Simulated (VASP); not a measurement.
A convergence study with VASP on BP (zinc blende): one setting is varied, all else stays as given below, so the limit is that of these other settings.

```xyz
2
Lattice="0.0000 2.2700 2.2700 2.2700 0.0000 2.2700 2.2700 2.2700 0.0000" Properties=species:S:1:pos:R:3 pbc="T T T"
B      0.0000     0.0000     0.0000
P      1.1350     1.1350     1.1350
```

These are PBE GGA, VASP's PBE PAW potentials (set 64) (plane waves; VASP) values and carry that method's errors. The tightest run used: 700 eV cut-off, 19×19×19 Γ-centred mesh, Gaussian smearing of 0.050 eV, potentials B P.

The reference is 19×19×19 mesh, which took about 40 core-seconds. Costs are core time on shared hosts, one run each; read them as rough ratios.

### Question
Of the settings 1×1×1 mesh; 2×2×2 mesh; 3×3×3 mesh; 4×4×4 mesh; 5×5×5 mesh; 6×6×6 mesh; 7×7×7 mesh; 8×8×8 mesh; 9×9×9 mesh; 10×10×10 mesh; 11×11×11 mesh; 12×12×12 mesh; 13×13×13 mesh; 14×14×14 mesh; 15×15×15 mesh; 16×16×16 mesh; 17×17×17 mesh; 18×18×18 mesh; 19×19×19 mesh, which is the lowest that keeps the difference from the reference in the stress, largest component (GPa) within 0.5 from there on, and what does it cost?

### Answer
5×5×5 mesh; its cost over the reference is about 1/10.
| setting | difference in the stress, largest component (GPa) | cost over the reference |
|---|---|---|
| 1×1×1 mesh | 106.07 | about 1/20 |
| 2×2×2 mesh | 15.61 | about 1/20 |
| 3×3×3 mesh | 3.63 | about 1/20 |
| 4×4×4 mesh | 1.11 | about 1/10 |
| 5×5×5 mesh | 0.38 | about 1/10 |
| 6×6×6 mesh | 0.13 | about 1/9 |
| 7×7×7 mesh | 0.05 | about 1/8 |
| 8×8×8 mesh | 0.02 | about 1/6 |
| 9×9×9 mesh | 0.01 | about 1/5 |
| 10×10×10 mesh | 0.00 | about 1/4 |
| 11×11×11 mesh | 0.00 | about 1/3 |
| 12×12×12 mesh | 0.00 | about 1/3 |
| 13×13×13 mesh | 0.00 | about 1/2 |
| 14×14×14 mesh | 0.00 | within a factor of 2 |
| 15×15×15 mesh | 0.00 | within a factor of 2 |
| 16×16×16 mesh | 0.00 | within a factor of 2 |
| 17×17×17 mesh | 0.00 | within a factor of 2 |
| 18×18×18 mesh | 0.00 | within a factor of 2 |
| 19×19×19 mesh | 0.00 | reference |

Left out are rungs that failed or repeat a setting and relaxations that didn't move; long series are thinned to 24 rows.

The compound is BP in the zinc blende structure. The cell was not relaxed at this level.
